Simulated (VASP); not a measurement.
Computed with PBE GGA with D3 dispersion (Becke-Johnson damping), VASP's PBE PAW potentials (set 64) (plane waves; VASP).

The input files of a VASP run:

### POSCAR
```
In
1.0
 -1.6250000000   1.6250000000   2.4750000000
  1.6250000000  -1.6250000000   2.4750000000
  1.6250000000   1.6250000000  -2.4750000000
In
1
Cartesian
  0.0000000000   0.0000000000   0.0000000000
```

File KPOINTS:
```
Automatic mesh
0
Gamma
14 14 14
0 0 0
```

INCAR:
```
! general
SYSTEM  = In
PREC    = Accurate
ENCUT   = 520   ! plane-wave cut-off (eV)
LREAL   = .FALSE.   ! projection in real space or not
LASPH   = .TRUE.   ! aspherical one-centre terms

! electronic loop
EDIFF   = 1E-6   ! SCF stop (eV)
NELM    = 100   ! most electronic steps
ALGO    = Normal   ! blocked Davidson
LMAXMIX = 4   ! l cut-off of mixed one-centre charges

! smearing
ISMEAR  = 1   ! Methfessel-Paxton
SIGMA   = 0.1   ! width (eV)

! functional
GGA     = PE   ! PBE
IVDW    = 12   ! D3, Becke-Johnson

! ions
IBRION  = 2   ! conjugate gradients
NSW     = 60
ISIF    = 3   ! ions, shape and volume
EDIFFG  = -0.01   ! ionic stop

! output
LWAVE   = .FALSE.
LCHARG  = .FALSE.
```

POTCAR, in this order: In_d (PBE.64 set). Program: vasp_std.

The resulting files:

**OSZICAR**
```
       N       E                     dE             d eps       ncg     rms          rms(c)
DAV:   1     0.709338994693E+02    0.70934E+02   -0.65909E+03  4932   0.164E+03
DAV:   2     0.141834378560E+00   -0.70792E+02   -0.69829E+02  4978   0.290E+02
DAV:   3    -0.251888556760E+01   -0.26607E+01   -0.26534E+01  5606   0.646E+01
DAV:   4    -0.257913377545E+01   -0.60248E-01   -0.60232E-01  6302   0.985E+00
DAV:   5    -0.258144895908E+01   -0.23152E-02   -0.23151E-02  5884   0.155E+00    0.230E+00
DAV:   6    -0.255842977157E+01    0.23019E-01   -0.44634E-02  5606   0.469E+00    0.114E+00
DAV:   7    -0.255393816050E+01    0.44916E-02   -0.14203E-02  5720   0.246E+00    0.258E-01
DAV:   8    -0.255365832705E+01    0.27983E-03   -0.81751E-04  6060   0.569E-01    0.326E-02
DAV:   9    -0.255366391356E+01   -0.55865E-05   -0.13477E-05  6534   0.558E-02    0.140E-02
DAV:  10    -0.255366472310E+01   -0.80954E-06   -0.11895E-06  3834   0.149E-02
   1 F= -.28920919E+01 E0= -.28920970E+01  d E =-.289209E+01
       N       E                     dE             d eps       ncg     rms          rms(c)
DAV:   1    -0.255735263743E+01   -0.36887E-02   -0.14497E-01  5540   0.814E+00    0.438E-01
DAV:   2    -0.255286898384E+01    0.44837E-02   -0.98977E-03  5538   0.233E+00    0.172E-01
DAV:   3    -0.255207414159E+01    0.79484E-03   -0.21990E-03  6402   0.110E+00    0.679E-02
DAV:   4    -0.255202680281E+01    0.47339E-04   -0.12330E-04  5436   0.201E-01    0.208E-02
DAV:   5    -0.255202826226E+01   -0.14595E-05   -0.13263E-05  7238   0.537E-02    0.140E-02
DAV:   6    -0.255202896999E+01   -0.70773E-06   -0.41137E-07  2794   0.901E-03
   2 F= -.28923644E+01 E0= -.28923973E+01  d E =-.272580E-03
       N       E                     dE             d eps       ncg     rms          rms(c)
DAV:   1    -0.255197079515E+01    0.57467E-04   -0.13492E-02  5534   0.250E+00    0.133E-01
DAV:   2    -0.255155363160E+01    0.41716E-03   -0.91018E-04  5532   0.707E-01    0.523E-02
DAV:   3    -0.255148039429E+01    0.73237E-04   -0.20631E-04  6394   0.337E-01    0.201E-02
DAV:   4    -0.255147802316E+01    0.23711E-05   -0.11484E-05  5430   0.611E-02    0.628E-03
DAV:   5    -0.255147846238E+01   -0.43922E-06   -0.76565E-07  2764   0.166E-02
   3 F= -.28923965E+01 E0= -.28924342E+01  d E =-.304640E-03
       N       E                     dE             d eps       ncg     rms          rms(c)
DAV:   1    -0.255226558057E+01   -0.78756E-03   -0.53757E-02  5512   0.498E+00    0.266E-01
DAV:   2    -0.255060412560E+01    0.16615E-02   -0.36471E-03  5514   0.142E+00    0.104E-01
DAV:   3    -0.255030967731E+01    0.29445E-03   -0.81977E-04  6406   0.672E-01    0.412E-02
DAV:   4    -0.255029451735E+01    0.15160E-04   -0.45828E-05  5382   0.122E-01    0.127E-02
DAV:   5    -0.255029543271E+01   -0.91536E-06   -0.48244E-06  6166   0.330E-02
   4 F= -.28923843E+01 E0= -.28924259E+01  d E =-.292475E-03
       N       E                     dE             d eps       ncg     rms          rms(c)
DAV:   1    -0.255119771642E+01   -0.90320E-03   -0.10251E-02  5510   0.219E+00    0.115E-01
DAV:   2    -0.255088826461E+01    0.30945E-03   -0.68988E-04  5516   0.615E-01    0.454E-02
DAV:   3    -0.255083090722E+01    0.57357E-04   -0.15831E-04  6406   0.295E-01    0.175E-02
DAV:   4    -0.255082456623E+01    0.63410E-05   -0.87174E-06  5382   0.533E-02    0.539E-03
DAV:   5    -0.255082405185E+01    0.51438E-06   -0.58074E-07  2590   0.146E-02
   5 F= -.28924026E+01 E0= -.28924436E+01  d E =-.310761E-03
       N       E                     dE             d eps       ncg     rms          rms(c)
DAV:   1    -0.255131292075E+01   -0.48835E-03   -0.43007E-03  5486   0.142E+00    0.744E-02
DAV:   2    -0.255118371298E+01    0.12921E-03   -0.28810E-04  5510   0.398E-01    0.294E-02
DAV:   3    -0.255115933093E+01    0.24382E-04   -0.66382E-05  6374   0.191E-01    0.115E-02
DAV:   4    -0.255115611513E+01    0.32158E-05   -0.36673E-06  5254   0.345E-02    0.365E-03
DAV:   5    -0.255115578339E+01    0.33174E-06   -0.24391E-07  2548   0.956E-03
   6 F= -.28924038E+01 E0= -.28924435E+01  d E =-.311931E-03
       N       E                     dE             d eps       ncg     rms          rms(c)
DAV:   1    -0.255268558341E+01   -0.15295E-02   -0.33023E-02  5638   0.260E+00    0.173E-01
DAV:   2    -0.255202644400E+01    0.65914E-03   -0.10122E-03  5546   0.739E-01    0.980E-02
DAV:   3    -0.255174038845E+01    0.28606E-03   -0.45142E-04  7080   0.584E-01    0.314E-02
DAV:   4    -0.255172935664E+01    0.11032E-04   -0.42425E-05  5550   0.123E-01    0.151E-02
DAV:   5    -0.255172810179E+01    0.12548E-05   -0.26148E-06  5474   0.366E-02    0.849E-03
DAV:   6    -0.255172805441E+01    0.47374E-07   -0.47558E-07  2540   0.109E-02
   7 F= -.28924939E+01 E0= -.28925248E+01  d E =-.901105E-04
       N       E                     dE             d eps       ncg     rms          rms(c)
DAV:   1    -0.255227632792E+01   -0.54823E-03   -0.95307E-03  5650   0.139E+00    0.929E-02
DAV:   2    -0.255208652097E+01    0.18981E-03   -0.28993E-04  5562   0.397E-01    0.524E-02
DAV:   3    -0.255200363478E+01    0.82886E-04   -0.13005E-04  7104   0.314E-01    0.171E-02
DAV:   4    -0.255199990861E+01    0.37262E-05   -0.12290E-05  5624   0.657E-02    0.839E-03
DAV:   5    -0.255199940188E+01    0.50672E-06   -0.39301E-07  2704   0.194E-02
   8 F= -.28925072E+01 E0= -.28925283E+01  d E =-.103379E-03
```

**OUTCAR**
```
------------------------ aborting loop because EDIFF is reached ----------------------------------------
 Edisp (eV)   -0.34051
  FORCE on cell =-STRESS in cart. coord.  units (eV):
  Direction    XX          YY          ZZ          XY          YZ          ZX
  --------------------------------------------------------------------------------------
  Total       0.00260     0.00260     0.00295     0.00000     0.00000     0.00000
  in kB       0.16052     0.16052     0.18165     0.00000     0.00000     0.00000
  external pressure =        0.17 kB  Pullay stress =        0.00 kB
  volume of cell :       25.99
      direct lattice vectors                 reciprocal lattice vectors
    -1.615862978  1.615862978  2.488190831     0.000000000  0.309432178  0.200949217
     1.615862978 -1.615862978  2.488190831     0.309432178  0.000000000  0.200949217
     1.615862978  1.615862978 -2.488190831     0.309432178  0.309432178  0.000000000
 POSITION                                       TOTAL-FORCE (eV/Angst)
 -----------------------------------------------------------------------------------
     -0.00000      0.00000      0.00000        -0.000000     -0.000000      0.000000
 -----------------------------------------------------------------------------------
    total drift:                                0.000000      0.000000      0.000000
  FREE ENERGIE OF THE ION-ELECTRON SYSTEM (eV)
  ---------------------------------------------------
  free  energy   TOTEN  =        -2.8925071764 eV

  energy  without entropy=       -2.8925705605  energy(sigma->0) =       -2.89252830

 reached required accuracy - stopping structural energy minimisation
```
(Selected blocks of OUTCAR.)

File CONTCAR:
```
In
   1.00000000000000
    -1.6158629781993592    1.6158629781993592    2.4881908309999536
     1.6158629781993592   -1.6158629781993592    2.4881908309999536
     1.6158629781993592    1.6158629781993592   -2.4881908309999536
  In
     1
Direct
     0.0000000000000000    0.0000000000000000    0.0000000000000000
```

### OUTCAR
```
 val. band max:        7.6197364179   @ k =   0.2857   0.1429   0.0714

 cond. band min:       7.6502501426   @ k =  -0.2857   0.4286   0.0714


 Fermi energy:         7.6422575720

 k-point     1 :       0.0000    0.0000    0.0000
  band No.  band energies     occupation
      1      -7.1295      2.00000
      2      -7.0062      2.00000
      3      -7.0062      2.00000
      4      -6.9402      2.00000
      5      -6.8141      2.00000
      6      -1.9924      2.00000
      7      18.2023      0.00000
      8      18.2023      0.00000
      9      18.3943      0.00000
     10      19.2105      0.00000

 k-point     2 :       0.0714    0.0000    0.0000
  band No.  band energies     occupation
      1      -7.1207      2.00000
      2      -7.0072      2.00000
      3      -6.9981      2.00000
      4      -6.9381      2.00000
      5      -6.8178      2.00000
      6      -1.8799      2.00000
      7      16.8429      0.00000
      8      18.0297      0.00000
      9      18.0696      0.00000
     10      19.0482      0.00000

 k-point     3 :       0.1429    0.0000    0.0000
  band No.  band energies     occupation
      1      -7.1019      2.00000
      2      -7.0143      2.00000
      3      -6.9782      2.00000
      4      -6.9233      2.00000
      5      -6.8252      2.00000
      6      -1.5396      2.00000
      7      14.4115      0.00000
      8      17.3581      0.00000
      9      17.7752      0.00000
     10      19.0022      0.00000

 k-point     4 :       0.2143   -0.0000    0.0000
  band No.  band energies     occupation
      1      -7.0894      2.00000
      2      -7.0318      2.00000
      3      -6.9600      2.00000
      4      -6.8820      2.00000
      5      -6.8249      2.00000
      6      -0.9659      2.00000
      7      11.9590      0.00000
      8      16.6301      0.00000
      9      17.4674      0.00000
     10      18.9705      0.00000

 k-point     5 :       0.2857    0.0000   -0.0000
...
```

Unless said otherwise, spin-orbit coupling is left out, though it shifts the bands of the heavy elements here.

The compound is In in the bct structure. This run relaxes it. Symmetry was kept, so distortions that lower it aren't found.
